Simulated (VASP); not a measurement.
Method: PBE GGA, VASP's PBE PAW potentials (set 64) (plane waves; VASP).

Input for VASP

INCAR:
```
SYSTEM = Ru
PREC = Accurate
ENCUT = 500
EDIFF = 1E-6
NELM = 100
ALGO = Normal
LREAL = .FALSE.
LASPH = .TRUE.
ISMEAR = 1
SIGMA = 0.1
GGA = PE
LMAXMIX = 4
LWAVE = .FALSE.
LCHARG = .FALSE.
IBRION = 2
ISIF = 3
NSW = 40
EDIFFG = -0.02
PSTRESS = 300
```

POSCAR:
```
Ru
1.0
  1.3350234254  -2.3123285892   0.0000000000
  1.3350234254   2.3123285892   0.0000000000
  0.0000000000   0.0000000000   4.2138993633
Ru
2
Cart
  1.3350234254   0.7707777380   1.0534748408
  1.3350234254  -0.7707777380   3.1604245225
```

### KPOINTS
```
Regular mesh
0
G
 16 16 9
0 0 0
```

POTCAR, in this order: Ru_pv (PBE.64 set). Program: vasp_std.

Energy and stress use the plane-wave basis of the starting cell.

### Question
What does the run give for the energy per atom (σ→0), volume per atom, band gap (on the k-mesh)?

### Answer

The energy per atom (σ→0) is -9.146 eV/atom and the band gap (on the k-mesh) is none (metal, semimetal or under 0.01 eV). The volume per atom is 12.72 Å^3/atom.

### OSZICAR
```
...
       N       E                     dE             d eps       ncg     rms          rms(c)
DAV:   1    -0.182917117435E+02    0.39979E-02   -0.18754E-02  5456   0.146E+00    0.210E-01
DAV:   2    -0.182911231017E+02    0.58864E-03   -0.13491E-03  5470   0.400E-01    0.533E-02
DAV:   3    -0.182910677725E+02    0.55329E-04   -0.17546E-04  5588   0.120E-01    0.222E-02
DAV:   4    -0.182910714753E+02   -0.37028E-05   -0.17140E-05  7526   0.328E-02    0.653E-03
DAV:   5    -0.182910727359E+02   -0.12606E-05   -0.14555E-06  3100   0.119E-02    0.274E-03
DAV:   6    -0.182910727514E+02   -0.15494E-07   -0.42901E-07  2730   0.719E-03
   7 F= -.13528241E+02 E0= -.13528401E+02  d E =-.227084E-04
```

The compound is Ru in the hcp structure. This run relaxes it under an external pressure of 30 GPa. Symmetry was kept, so distortions that lower it aren't found.
